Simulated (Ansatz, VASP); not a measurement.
**Ta (Ta(110)): VASP beside Ansatz**

One calculation is typed for both programs; each brings its own data sets. How far apart do they land? The cell is taken from a series of runs on this material, whose earlier steps may have relaxed, scaled, displaced or heated it; both programs get it as it stands.

Program: Ansatz 0.2.0. Level of theory: plane waves, with VASP 6.6.1 beside it; PBE. Results are calculated unless marked as measured.

### Step 1. Starting point

The cell holds 6 atoms: 6 Ta. Cell: a = 2.867 Å, b = 2.867 Å, c = 29.703 Å, α = 90.0°, β = 90.0°, γ = 70.5°. Vacuum lies along c.

Structure file:

```xyz
6
Lattice="2.3405 -1.6550 0.0000 2.3405 1.6550 0.0000 0.0000 0.0000 29.7026" Properties=species:S:1:pos:R:3
Ta    2.3405    1.6550    9.0000
Ta    2.3405    0.0000   11.3405
Ta    2.3405    1.6550   13.6810
Ta    2.3405    0.0000   16.0216
Ta    2.3405    1.6550   18.3621
Ta    2.3405    0.0000   20.7026
```

### Step 2. VASP: single point, PBE

With cell and atoms fixed, the geometry can't cause a difference; cores, projectors, grids and the points listed under the comparison can.

Lines of VASP's logs that name or quote its potential files are left out, and so is its time.

Contents of INCAR:

```
SYSTEM = Ta
PREC = Accurate
ENCUT = 400
EDIFF = 1E-06
NELM = 120
ISMEAR = -1
SIGMA = 0.1
LREAL = .FALSE.
ALGO = Normal
GGA = PE
NBANDS = 40
LASPH = .TRUE.
LORBIT = 11
LWAVE = .FALSE.
LCHARG = .FALSE.
ISIF = 2
LDIPOL = .TRUE.
IDIPOL = 3
DIPOL = 0.5 0.5 0.5
LVHAR = .TRUE.
GGA_COMPAT = .FALSE.
NELMDL = -8
KPAR = 2
```

Contents of POSCAR:

```
Ta
1.0
    2.3405234457     -1.6550000000      0.0000000000
    2.3405234457      1.6550000000      0.0000000000
    0.0000000000      0.0000000000     29.7026172286
Ta
6
Direct
    0.0000000000      1.0000000000      0.3030036017
    0.5000000000      0.5000000000      0.3818021610
    0.0000000000      1.0000000000      0.4606007203
    0.5000000000      0.5000000000      0.5393992797
    0.0000000000      1.0000000000      0.6181978390
    0.5000000000      0.5000000000      0.6969963983
```

Contents of KPOINTS:

```
Automatic mesh
0
Gamma
18 18 1
0 0 0
```

PAW data sets: Ta_pv (PBE family, release 64).

Command:

```console
mpirun -np 2 vasp_std
```

Numbers of over 12 decimals in the logs are rounded to 6 here.

The log of the run:

```text
[banner, memory and clock lines left out]
running    2 mpi-ranks, on    1 nodes
 distrk:  each k-point on    1 cores,    2 groups
 distr:  one band on    1 cores,    1 groups

 POSCAR found type information on POSCAR Ta
 POSCAR found :  1 types and       6 ions
 LDA part: xc-table for (Slater+PW92), standard interpolation
 POSCAR, INCAR and KPOINTS ok, starting setup
 FFT: planning ... GRIDC
 FFT: planning ... GRID_SOFT
 FFT: planning ... GRID
 WAVECAR not read
 entering main loop
       N       E                     dE             d eps       ncg     rms          rms(c)
DAV:   1     0.500018298205E+03    0.50002E+03   -0.34532E+04  9520   0.125E+03
DAV:   2    -0.513119771974E+02   -0.55133E+03   -0.53966E+03  8464   0.375E+02
DAV:   3    -0.731478334899E+02   -0.21836E+02   -0.20836E+02  9496   0.652E+01
DAV:   4    -0.740007252376E+02   -0.85289E+00   -0.83122E+00  9848   0.114E+01
DAV:   5    -0.740321726005E+02   -0.31447E-01   -0.31237E-01 10112   0.187E+00
DAV:   6    -0.740334797286E+02   -0.13071E-02   -0.13043E-02  9992   0.331E-01
DAV:   7    -0.740335484682E+02   -0.68740E-04   -0.68712E-04 10192   0.632E-02
DAV:   8    -0.740335522940E+02   -0.38258E-05   -0.38244E-05  8208   0.122E-02    0.318E+01
DAV:   9    -0.111690760318E+03   -0.37657E+02   -0.26444E+02 10856   0.722E+01    0.264E+01
DAV:  10    -0.838162774213E+02    0.27874E+02   -0.68299E+02 11312   0.497E+01    0.224E+01
DAV:  11    -0.737796186190E+02    0.10037E+02   -0.94424E+01  9328   0.293E+01    0.103E+01
DAV:  12    -0.689301912391E+02    0.48494E+01   -0.18734E+01  9880   0.131E+01    0.477E+00
DAV:  13    -0.689774341220E+02   -0.47243E-01   -0.19308E+00  9544   0.572E+00    0.393E+00
DAV:  14    -0.689720392133E+02    0.53949E-02   -0.25182E-01  9696   0.367E+00    0.350E+00
[...]
DAV:  26    -0.686852450447E+02   -0.19443E-04   -0.27582E-06  6216   0.737E-03    0.286E-03
DAV:  27    -0.686852653084E+02   -0.20264E-04   -0.25659E-06  5816   0.823E-03    0.215E-03
DAV:  28    -0.686852697918E+02   -0.44834E-05   -0.73933E-07  5664   0.364E-03    0.132E-03
DAV:  29    -0.686852779388E+02   -0.81471E-05   -0.66726E-07  5400   0.346E-03    0.885E-04
DAV:  30    -0.686852820571E+02   -0.41182E-05   -0.25019E-07  5200   0.266E-03    0.498E-04
DAV:  31    -0.686852855459E+02   -0.34889E-05   -0.13697E-07  4960   0.105E-03    0.469E-04
DAV:  32    -0.686852871561E+02   -0.16102E-05   -0.13198E-07  5008   0.104E-03    0.137E-04
DAV:  33    -0.686852875386E+02   -0.38253E-06   -0.20084E-08  4560   0.403E-04
   1 F= -.68685288E+02 E0= -.68550414E+02  d E =-.269746E+00
```

From OUTCAR (step 2):

```text
ion  position               nearest neighbor table
   1  0.000  0.000  0.303-   2 2.87   2 2.87   2 3.31   2 3.31
   2  0.500  0.500  0.382-   3 2.87   3 2.87   1 2.87   1 2.87   3 3.31   3 3.31   1 3.31   1 3.31

  LATTYP: Found a base centered orthorhombic cell.
 ALAT       =     3.3100000000
 B/A-ratio  =     1.4142135624
 C/A-ratio  =     8.9736003712

 Subroutine GETGRP returns: Found  8 space group operations
 (whereof  4 operations were pure point group operations)

The static configuration has the point symmetry C_2v.
 The point group associated with its full space group is D_2h.

 Found     91 irreducible k-points:

   k-points           NKPTS =     91   k-points in BZ     NKDIM =     91   number of bands    NBANDS=     40

   dimension x,y,z NGX =    20 NGY =   20 NGZ =  196
   dimension x,y,z NGXF=    40 NGYF=   40 NGZF=  392

   ENCUT  =  400.0 eV  29.40 Ry    5.42 a.u.   4.67  4.67 48.44*2*pi/ulx,y,z

   NELECT =      66.0000    total number of electrons

 k-points in reciprocal lattice and weights: Automatic mesh
   0.00000000  0.00000000  0.00000000       0.003
   0.05555556  0.00000000  0.00000000       0.012
   0.11111111  0.00000000  0.00000000       0.012
   0.16666667  0.00000000  0.00000000       0.012
   0.22222222  0.00000000  0.00000000       0.012
   0.27777778  0.00000000  0.00000000       0.012
   0.33333333  0.00000000  0.00000000       0.012
   0.38888889  0.00000000  0.00000000       0.012
   0.44444444  0.00000000  0.00000000       0.012
[...]
-0.44444444  0.44444444  0.00000000       0.006
   0.50000000  0.50000000  0.00000000       0.003

 dipolmoment           0.000000      0.000000     -0.000000 electrons x Angstroem

 average (electrostatic) potential at core
       1 -42.2471       2 -41.8320       3 -41.7417       4 -41.7417       5 -41.8320
       6 -42.2471

 E-fermi :   0.2114

 k-point     1 :       0.0000    0.0000    0.0000
  band No.  band energies     occupation
    ...
     28      -0.2303      1.97615
     29      -0.1947      1.96613
     30      -0.1127      1.92469
     31       0.2748      0.69332
     32       0.3113      0.53844
     33       0.5426      0.07035
     34       0.7567      0.00853
     35       0.8001      0.00553
     36       0.8471      0.00346
     37       1.1367      0.00019
    ...

 k-point     2 :       0.0556    0.0000    0.0000
  band No.  band energies     occupation
    ...
     28      -0.2642      1.98295
     29      -0.1948      1.96615
     30      -0.1254      1.93339
     31       0.1793      1.15931
     32       0.3109      0.53992
     33       0.4885      0.11780
     34       0.6874      0.01698
     35       0.7331      0.01079
     36       0.8728      0.00268
     37       1.1598      0.00015
    ...

 k-point     3 :       0.1111    0.0000    0.0000
  band No.  band energies     occupation
    ...
     28      -0.3733      1.99424
     29      -0.2578      1.98183
     30      -0.1431      1.94390
     31      -0.0405      1.85093
     32       0.2217      0.94874
     33       0.4090      0.24345
     34       0.4367      0.19021
     35       0.5769      0.05043
     36       0.9118      0.00181
     37       1.0652      0.00039
    ...

  Total       -3.1488555     -3.1651367     -1.6093851      0.0000000      0.0000000      0.0000000
  in kB      -21.9243947    -22.0377551    -11.2055930      0.0000000      0.0000000      0.0000000
  external PRESSURE =     -18.3892476 kB  Pullay stress =       0.0000000 kB

  energy-cutoff  :      400.00
  volume of cell :      230.11
      direct lattice vectors                 reciprocal lattice vectors
     2.340523446 -1.655000000  0.000000000     0.213627426 -0.302114804  0.000000000
     2.340523446  1.655000000  0.000000000     0.213627426  0.302114804  0.000000000
     0.000000000  0.000000000 29.702617229     0.000000000  0.000000000  0.033667067

 POSITION                                       TOTAL-FORCE (eV/Angst)
 -----------------------------------------------------------------------------------
      0.00000      0.00000      9.00000        -0.000000      0.000000      0.404406
      2.34052      0.00000     11.34052        -0.000000      0.000000     -0.427345
      0.00000      0.00000     13.68105         0.000000      0.000000     -0.080142
      2.34052      0.00000     16.02157        -0.000000      0.000000      0.080142
      0.00000      0.00000     18.36209         0.000000      0.000000      0.427345
      2.34052      0.00000     20.70262         0.000000      0.000000     -0.404406
 -----------------------------------------------------------------------------------
    total drift:                                0.000000     -0.000000     -0.000000

  FREE ENERGIE OF THE ION-ELECTRON SYSTEM (eV)
  ---------------------------------------------------
  free  energy   TOTEN  =       -68.6852875386 eV

  energy  without entropy=      -68.4155411143  energy(sigma->0) =      -68.55041433

 vacuum level on the upper side and lower side of the slab         4.989         4.989

 total charge
# of ion       s       p       d       tot
------------------------------------------
    1        0.374   6.089   2.359   8.823
    2        0.369   6.172   2.368   8.909
    3        0.370   6.172   2.378   8.920
    4        0.370   6.172   2.378   8.920
    5        0.369   6.172   2.368   8.909
    6        0.374   6.089   2.359   8.823
--------------------------------------------------
tot          2.226  36.865  14.212  53.303

[... 3 further parts left out ...]
```

### Step 3. Ansatz: single point, PBE

Ansatz runs on its default PAW (the set named soft_2) files.

The same cell, functional, mesh and smearing now go to Ansatz, which takes its cutoff from its data sets.

Contents of input.yaml:

```yaml
crystal:
  lattice:
    - [2.3405234457, -1.655, 0.0]
    - [2.3405234457, 1.655, 0.0]
    - [0.0, 0.0, 29.7026172286]
  atoms:
    - { symbol: Ta, position: [0.0, 0.0, 0.3030036017] }
    - { symbol: Ta, position: [0.5, 0.5, 0.381802161] }
    - { symbol: Ta, position: [0.0, 0.0, 0.4606007203] }
    - { symbol: Ta, position: [0.5, 0.5, 0.5393992797] }
    - { symbol: Ta, position: [0.0, 0.0, 0.618197839] }
    - { symbol: Ta, position: [0.5, 0.5, 0.6969963983] }
kpoints:
  mp_grid: { grid: [18, 18, 1] }
hamiltonian:
  xc: pbe
scf:
  occupations: { method: fermi_dirac, width: 0.1 }
  convergence: { dr2_threshold: 1.0e-10 }
efield:
  axis: 3
  dipole_correction: true
  ramp_position: 0.97
  ramp_width: 0.06
  amplitude: 0
output:
  forces: true
  write_potential: true
  write_density: true
  volumetric_format: npy
```

Command:

```console
ansatz run input.yaml --threads 2 --pin off --max-ram 3072MiB --backend cpu --events-out ev --progress --plain --runs-dir out
```

The log of the run:

```text
Engine: ansatz 0.2.0, aarch64-unknown-linux-gnu
Pseudopotentials: kind: paw
Pseudopotential: Ta, paw, valence charge 13, recommended cutoff 420 eV (normal), Ta.paw.azcp
Functional definition: PBE
  parameter kappa = 0.804
  parameter beta = 0.066725
  exchange = pbe_x(kappa = kappa, mu = beta*pi^2/3)
  correlation = pbe_c(beta = beta)
Crystal: 6 atoms, lattice volume = 230.110 Å³
Basis set: ecut = 420 eV, 4525 PW (Γ), exchange–correlation on 40×40×400 points (8 copies of the dense FFT grid, shifted against one another)
Bands: 47, of which v1, the nominal top of the filled ones, is band 39 counted from 1 (38 counted from 0)
Symmetry: 4 space group operations
k-points: 91 of 324
Non-local potential: Ta, projectors of the file, l = 0: 3, l = 1: 2, l = 2: 2, l = 3: 1
PAW form: soft (Blöchl's): semilocal exchange-correlation on the pseudo side does not see the compensation charge
PAW one-centre angular grid: Ta, 590 points (default); XC on 64 Gauss nodes
Initial density: superposition of atomic densities (neutral atoms: chi_scale 0, normalization atom), corrected by the library's trained network
Initial wavefunctions: pseudopotential atomic-orbital guess
Functional: x = pbe(κ = 0.804, μ = 0.219515), c = pbe(β = 0.066725)
SCF iter   1: F=—  HF=-59591.448324 eV  |F-HF|=—  |Δ(HF+E_count)|=         —  Δρ=9.69e-3  dr2=9.89e0  ethr=1.77e-3  p=0.000 e·Å  D=5.05e-14 V/Å  ΔV_dip=-0.00 eV  dr2_dipole=1.51e-7  V_vac-E_F(+/−)=5.12/5.12 eV  ⟨swp⟩=8.2  Hψ=20100  notcnv=0
efield: sawtooth ramp at fractional position 0.9700 (set: `efield.ramp_position`, or a place that a band, a saddle search or an elastic batch's reference lends), width 0.0600; the density the first Hamiltonian is built on has a dipole p = 0.000 e·Å; the dipole correction subtracts the counter field D = 5.05e-14 V/Å, which shifts the + side's vacuum level by -0.00 eV against the − side's; the planar-averaged density in the ramp window peaks in size at 1.3e-5 e/Å³
preconditioner: auto → LDOS  [metal: Δε(μ)=0.007 eV  Ē_g=3.870 eV  σ=0.100 eV  W_gap=0.02  n_scr=20 (ndim 8)  ℏωp=13.4 eV  f_vac=0.467  D(μ)=7.74/eV (n_scr^D=50)  β→1.0]
SCF iter   2: F=—  HF=-59591.301744 eV  |F-HF|=—  |Δ(HF+E_count)|=   1.47e-1  Δρ=1.73e-3  dr2=6.59e-3  ethr=1.77e-3  p=-0.000 e·Å  D=-1.37e-5 V/Å  ΔV_dip=0.00 eV  dr2_dipole=4.30e-8  V_vac-E_F(+/−)=4.79/4.79 eV  ⟨swp⟩=3.2  Hψ=5459  notcnv=0  defer=2
SCF iter   3: F=—  HF=-59591.303729 eV  |F-HF|=—  |Δ(HF+E_count)|=   1.99e-3  Δρ=5.74e-4  dr2=3.56e-3  ethr=8.44e-6  p=-0.000 e·Å  D=-1.45e-6 V/Å  ΔV_dip=0.00 eV  dr2_dipole=7.77e-9  V_vac-E_F(+/−)=4.79/4.79 eV  ⟨swp⟩=3.1  Hψ=8784  notcnv=0  defer=3
SCF iter   4: F=—  HF=-59591.303547 eV  |F-HF|=—  |Δ(HF+E_count)|=   1.82e-4  Δρ=1.76e-4  dr2=2.12e-4  ethr=4.56e-6  p=-0.000 e·Å  D=-2.00e-6 V/Å  ΔV_dip=0.00 eV  dr2_dipole=2.39e-10  V_vac-E_F(+/−)=4.78/4.78 eV  ⟨swp⟩=2.6  Hψ=7625  notcnv=0  defer=3
SCF iter   5: F=—  HF=-59591.303542 eV  |F-HF|=—  |Δ(HF+E_count)|=   4.75e-6  Δρ=4.60e-5  dr2=5.99e-6  ethr=2.72e-7  p=-0.000 e·Å  D=-1.01e-6 V/Å  ΔV_dip=0.00 eV  dr2_dipole=1.08e-12  V_vac-E_F(+/−)=4.78/4.78 eV  ⟨swp⟩=2.8  Hψ=8370  notcnv=0  defer=3
SCF iter   6: F=—  HF=-59591.303209 eV  |F-HF|=—  |Δ(HF+E_count)|=   3.33e-4  Δρ=1.56e-5  dr2=7.72e-7  ethr=7.68e-9  p=-0.000 e·Å  D=-4.84e-7 V/Å  ΔV_dip=0.00 eV  dr2_dipole=1.10e-11  V_vac-E_F(+/−)=4.78/4.78 eV  ⟨swp⟩=2.3  Hψ=7265  notcnv=0  defer=2
SCF iter   7: F=—  HF=-59591.303209 eV  |F-HF|=—  |Δ(HF+E_count)|=   5.24e-7  Δρ=4.43e-6  dr2=6.44e-8  ethr=9.90e-10  p=-0.000 e·Å  D=-1.84e-7 V/Å  ΔV_dip=0.00 eV  dr2_dipole=2.32e-13  V_vac-E_F(+/−)=4.78/4.78 eV  ⟨swp⟩=2.8  Hψ=8431  notcnv=0  defer=2
SCF iter   8: F=—  HF=-59591.303209 eV  |F-HF|=—  |Δ(HF+E_count)|=   4.50e-8  Δρ=1.36e-6  dr2=1.15e-8  ethr=8.25e-11  p=-0.000 e·Å  D=-8.48e-8 V/Å  ΔV_dip=0.00 eV  dr2_dipole=9.22e-16  V_vac-E_F(+/−)=4.78/4.78 eV  ⟨swp⟩=2.5  Hψ=7456  notcnv=0  defer=2
SCF iter   9: F=—  HF=-59591.303209 eV  |F-HF|=—  |Δ(HF+E_count)|=   1.40e-8  Δρ=4.45e-7  dr2=7.93e-10  ethr=1.48e-11  p=-0.000 e·Å  D=-3.64e-8 V/Å  ΔV_dip=0.00 eV  dr2_dipole=2.06e-13  V_vac-E_F(+/−)=4.78/4.78 eV  ⟨swp⟩=2.3  Hψ=6075  notcnv=0  defer=2
SCF iter  10: F=-59591.303209 eV  HF=-59591.303209 eV  |F-HF|=4.66e-10  |Δ(HF+E_count)|=   1.93e-9  Δρ=1.23e-7  dr2=4.00e-11  ethr=1.00e-12  p=-0.000 e·Å  D=-1.20e-8 V/Å  ΔV_dip=0.00 eV  dr2_dipole=1.29e-14  V_vac-E_F(+/−)=4.78/4.78 eV  ⟨swp⟩=14.4  Hψ=29483  notcnv=0
SCF 1 converged in 10 iterations: F = -59591.303209 eV  dr2 = 4.00e-11
  greatest PAW one-centre occupation: 0.999 electrons in one spin orbital (limit 2), on the Ta atom at site 2 (counted from 0), in its partial waves of l = 0
WARN: The output density's exchange-correlation potential varies sharply where the density is thin. Do not read a vacuum level from v_tot or v_xc, or from such a field of the output density. On a cell that repeats whose density bears no net charge and no dipole along the vacuum's axis use v_es (v_loc + v_h of the components); under efield.dipole_correction with no amplitude use v_es + v_field, which holds any externa [...]
SCF converged after 10 iterations
Free energy (F): -59591.303209 eV
Harris-Foulkes:  -59591.303209 eV  (|F-HF|=4.66e-10)
Internal energy: -59591.033487 eV  (E = F + TS)
E sigma→0 (E₀):  -59591.168348 eV
Entropy (-TS):   -0.269723 eV (-44.954 meV/atom)
Fermi energy:    6.391458 eV
Dipole field:    D = -0.000000 V/Å  (p = -0.000000 e·Å, saw-weighted, corrected)
Work function:   Φ+ = 4.7792 eV   Φ− = 4.7792 eV
Levels:          The Fermi level and band energies are counted from a zero that moves with the ramp; work functions are not
--- Per-component energies (eV) ---
  E_band       = -1583.043442
  E_kinetic    = 2188.334753
  E_local      = -102571.861241  (includes V_loc(G=0)·N_el)
  E_nonlocal   = 88.853563
  E_hartree    = 50303.417211
  E_xc         = -1306.512114
  E_vxc        = -1218.617342  (∫ρ·V_xc dr)
  E_paw        = -50378.958198  (= ΣΔE_a)
  E_vpaw       = -676.587659  (= ΣTr[D̂ρ^β])
  E_aug_tail   = 0.000826  (compensation charges beyond the density's cutoff)
  E_efield     = 0.000000  (sawtooth field / dipole correction)
  E_vefield    = 0.000000  (∫n·V_field dr)
  E_ewald      = 42085.691713
  E_smearing   = -0.269723  (= −TS)
  E_closure    = 0.000000  (closes the sum)
  Σ components = -59591.303209   (vs F -59591.303209, Δ=0.00e0)
--- Forces (eV/Å), atoms counted from 1 ---
  atom   1  Ta    -0.00000000    -0.00000000     0.40620479
  atom   2  Ta     0.00000000     0.00000000    -0.42082207
  atom   3  Ta     0.00000000    -0.00000000    -0.08068443
  atom   4  Ta    -0.00000000     0.00000000     0.08068451
  atom   5  Ta    -0.00000000    -0.00000000     0.42082191
  atom   6  Ta     0.00000000     0.00000000    -0.40620463
  max |Σ_I F_I| component: 8.25e-8 eV/Å
--- Band table (eV; the first three rows and the last of 91) ---
  k-point 0: bands = [... 35 lower, 6.0691, 6.4541, 6.4902, 6.7233, 6.9361, 6.9783, 7.0271, 7.3172, ... 4 higher]
  k-point 1: bands = [... 35 lower, 6.0561, 6.3588, 6.4900, 6.6692, 6.8657, 6.9128, 7.0529, 7.3405, ... 4 higher]
  k-point 2: bands = [... 35 lower, 6.0370, 6.1398, 6.4016, 6.5876, 6.6170, 6.7569, 7.0908, 7.2457, ... 4 higher]
  k-point 90: bands = [... 35 lower, 5.7352, 6.5936, 6.8620, 8.0939, 8.2631, 8.3719, 8.5036, 8.6389, ... 4 higher]
```

In the SCF lines HF is the Harris–Foulkes energy and dr2 the Hartree energy of the density residual, in eV; the loop may stop once dr2 is under the threshold and the program's other checks hold. Hψ counts applications of the Hamiltonian.

### Step 4. Comparison

Known differences besides the potentials themselves: the data sets hold 78 valence electrons in Ansatz (on its default PAW (the set named soft_2) files) and 66 in VASP; the cutoff is 420 eV in Ansatz and 400 eV in VASP. Total energies have different zeros and are not compared.

The two programs side by side:

```tsv
quantity	Ansatz	VASP	difference
work function, lower of the two faces (eV)	4.78	4.78	0.00
work function, higher of the two faces (eV)	4.78	4.78	0.00
```

Forces (eV/Å; atoms numbered as in POSCAR):

```tsv
atom	Ansatz x, y, z	VASP x, y, z
Ta1	0.000, 0.000, 0.406	0.000, 0.000, 0.404
Ta2	0.000, 0.000, -0.421	0.000, 0.000, -0.427
Ta3	0.000, 0.000, -0.081	0.000, 0.000, -0.080
Ta4	0.000, 0.000, 0.081	0.000, 0.000, 0.080
Ta5	0.000, 0.000, 0.421	0.000, 0.000, 0.427
Ta6	0.000, 0.000, -0.406	0.000, 0.000, -0.404
```

The forces differ by 2.3 meV/Å r.m.s., which is 1.1 % of the r.m.s. force of 0.198 eV/Å (both taken over all components). Where the cell holds vacuum, a pressure given here is an average over it and none of the material.

### Step 5. Summary of results

- r.m.s. force difference (single point, PBE): 2.3 meV/Å

In words: The r.m.s. force difference is 2.3 meV/Å (single point, PBE), within the 12 meV/Å picked in this series as the mark of a large difference. The data sets hold unlike numbers of valence electrons (78 in Ansatz and 66 in VASP), so part of the differences may come from the potentials. Such differences can come from data sets, numerical settings and the points named under the comparisons, not from the functional's error against experiment.

[Lines on the potential files, build, host, timing and source positions are cut from VASP's logs without a mark.]

[Logs are printed without paths, hosts, clocks, repeated set-up lines and the standing remarks that a program may print on its own settings, such as how far it seeks lower states.]

[Hosts, paths, dates, database ids (printed as entryN), source tags and the programs' standing remarks are cut or masked in the printed files.]
